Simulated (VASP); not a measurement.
OSZICAR of a VASP run on W (bcc):

OSZICAR:
```
       N       E                     dE             d eps       ncg     rms          rms(c)
DAV:   1     0.357036011560E+02    0.35704E+02   -0.79310E+03  3198   0.146E+03
DAV:   2    -0.540353428351E+02   -0.89739E+02   -0.86766E+02  3406   0.340E+02
DAV:   3    -0.555912572436E+02   -0.15559E+01   -0.15412E+01  3642   0.445E+01
DAV:   4    -0.555994486332E+02   -0.81914E-02   -0.81909E-02  3435   0.354E+00
DAV:   5    -0.555995187319E+02   -0.70099E-04   -0.70098E-04  3622   0.325E-01    0.236E+01
DAV:   6    -0.507516655181E+02    0.48479E+01   -0.22496E+00  3328   0.221E+01    0.506E+00
DAV:   7    -0.514923706174E+02   -0.74071E+00   -0.17777E-01  3211   0.545E+00    0.314E+00
DAV:   8    -0.508671087400E+02    0.62526E+00   -0.46283E-01  3235   0.923E+00    0.326E+00
DAV:   9    -0.512970781331E+02   -0.42997E+00   -0.99497E-02  3355   0.345E+00    0.145E+00
DAV:  10    -0.513383303605E+02   -0.41252E-01   -0.15724E-02  3202   0.161E+00    0.605E-01
DAV:  11    -0.513391033392E+02   -0.77298E-03   -0.24071E-03  3496   0.657E-01    0.139E-01
DAV:  12    -0.513393253338E+02   -0.22199E-03   -0.27485E-04  3226   0.241E-01    0.718E-02
DAV:  13    -0.513392479534E+02    0.77380E-04   -0.82033E-05  3298   0.132E-01    0.402E-02
DAV:  14    -0.513392421113E+02    0.58420E-05   -0.31850E-06  3503   0.237E-02    0.316E-02
DAV:  15    -0.513392320237E+02    0.10088E-04   -0.20904E-05  3367   0.650E-02    0.873E-03
DAV:  16    -0.513392299691E+02    0.20547E-05   -0.30476E-06  3395   0.209E-02    0.179E-03
DAV:  17    -0.513392310039E+02   -0.10348E-05   -0.22102E-07  1616   0.673E-03    0.907E-04
DAV:  18    -0.513392316703E+02   -0.66644E-06   -0.43778E-08  1616   0.292E-03
   1 F= -.49404559E+02 E0= -.49404345E+02  d E =-.494046E+02
       N       E                     dE             d eps       ncg     rms          rms(c)
DAV:   1    -0.533134852382E+02   -0.19743E+01   -0.58757E+01  3355   0.121E+02    0.258E+01
DAV:   2    -0.511356156814E+02    0.21779E+01   -0.26831E+00  3250   0.257E+01    0.572E+00
DAV:   3    -0.507837205837E+02    0.35190E+00   -0.10982E+00  3304   0.152E+01    0.439E+00
DAV:   4    -0.503770293545E+02    0.40669E+00   -0.26724E-01  3292   0.685E+00    0.183E+00
DAV:   5    -0.508007820984E+02   -0.42375E+00   -0.12083E-01  3247   0.470E+00    0.662E-01
DAV:   6    -0.508035717616E+02   -0.27897E-02   -0.40687E-03  3373   0.953E-01    0.603E-02
DAV:   7    -0.508035035552E+02    0.68206E-04   -0.93927E-05  3328   0.140E-01    0.723E-03
DAV:   8    -0.508035342418E+02   -0.30687E-04   -0.83208E-06  3385   0.418E-02    0.198E-02
DAV:   9    -0.508035288595E+02    0.53823E-05   -0.41361E-06  3280   0.264E-02    0.522E-03
DAV:  10    -0.508035368030E+02   -0.79436E-05   -0.15691E-07  1613   0.533E-03    0.119E-03
DAV:  11    -0.508035372497E+02   -0.44669E-06   -0.37941E-08  1598   0.303E-03
   2 F= -.49130482E+02 E0= -.49130432E+02  d E =0.274077E+00
       N       E                     dE             d eps       ncg     rms          rms(c)
DAV:   1    -0.530252658130E+02   -0.22217E+01   -0.45229E+01  3301   0.117E+02    0.165E+01
DAV:   2    -0.515174285492E+02    0.15078E+01   -0.23672E+00  3235   0.201E+01    0.487E+00
DAV:   3    -0.512414201043E+02    0.27601E+00   -0.81631E-01  3310   0.123E+01    0.224E+00
DAV:   4    -0.512332757260E+02    0.81444E-02   -0.11604E-01  3265   0.465E+00    0.985E-01
DAV:   5    -0.512051423499E+02    0.28133E-01   -0.11340E-01  3190   0.466E+00    0.371E-01
DAV:   6    -0.513036688394E+02   -0.98526E-01   -0.26849E-02  3190   0.213E+00    0.127E-01
DAV:   7    -0.513035967899E+02    0.72049E-04   -0.19215E-04  3505   0.178E-01    0.166E-01
DAV:   8    -0.513035454008E+02    0.51389E-04   -0.22269E-05  3307   0.617E-02    0.261E-01
DAV:   9    -0.513041830366E+02   -0.63764E-03   -0.55440E-04  3274   0.327E-01    0.731E-02
DAV:  10    -0.513040997823E+02    0.83254E-04   -0.10071E-05  3328   0.388E-02    0.832E-02
DAV:  11    -0.513041359748E+02   -0.36193E-04   -0.42491E-06  3388   0.306E-02    0.427E-02
DAV:  12    -0.513041060632E+02    0.29912E-04   -0.35921E-06  3295   0.298E-02    0.541E-03
DAV:  13    -0.513041133885E+02   -0.73253E-05   -0.63939E-08  1598   0.381E-03    0.291E-03
DAV:  14    -0.513041077524E+02    0.56360E-05   -0.43244E-08  1595   0.314E-03    0.224E-04
DAV:  15    -0.513041107984E+02   -0.30459E-05   -0.59022E-09  1595   0.118E-03    0.121E-04
DAV:  16    -0.513041104566E+02    0.34173E-06   -0.89711E-10  1595   0.475E-04
   3 F= -.49417956E+02 E0= -.49417812E+02  d E =-.133973E-01
       N       E                     dE             d eps       ncg     rms          rms(c)
DAV:   1    -0.513017394249E+02    0.23714E-02   -0.60516E-03  3328   0.128E+00    0.213E-01
DAV:   2    -0.513015206921E+02    0.21873E-03   -0.28937E-04  3277   0.240E-01    0.510E-02
DAV:   3    -0.513014784913E+02    0.42201E-04   -0.11568E-04  3325   0.147E-01    0.348E-02
DAV:   4    -0.513014630286E+02    0.15463E-04   -0.34257E-05  3262   0.782E-02    0.592E-03
DAV:   5    -0.513014880281E+02   -0.24999E-04   -0.18888E-05  3199   0.591E-02    0.285E-03
DAV:   6    -0.513014929821E+02   -0.49540E-05   -0.13991E-07  1661   0.502E-03    0.980E-04
DAV:   7    -0.513014902206E+02    0.27615E-05   -0.45139E-08  1595   0.313E-03    0.456E-04
DAV:   8    -0.513014939861E+02   -0.37654E-05   -0.19625E-08  1595   0.209E-03    0.161E-04
DAV:   9    -0.513014933658E+02    0.62031E-06   -0.29592E-09  1595   0.849E-04
   4 F= -.49418008E+02 E0= -.49417863E+02  d E =-.134485E-01
```

Which electronic solver shows in the log?

It is blocked Davidson (ALGO = Normal, or the opening steps of other solvers). The INCAR had ALGO = Normal.

Can the final energy be trusted as converged?

The run converged. It stopped with EDIFF = 1E-6, NELM = 100, NSW = 40 and EDIFFG = -0.02 after 4 ionic steps (r2SCAN meta-GGA, plane waves, VASP's PBE PAW potentials (set 64)). Energy and stress use the plane-wave basis of the starting cell.

The compound is W in the bcc structure. This run relaxes it under an external pressure of 20 GPa. Symmetry was kept, so distortions that lower it aren't found.
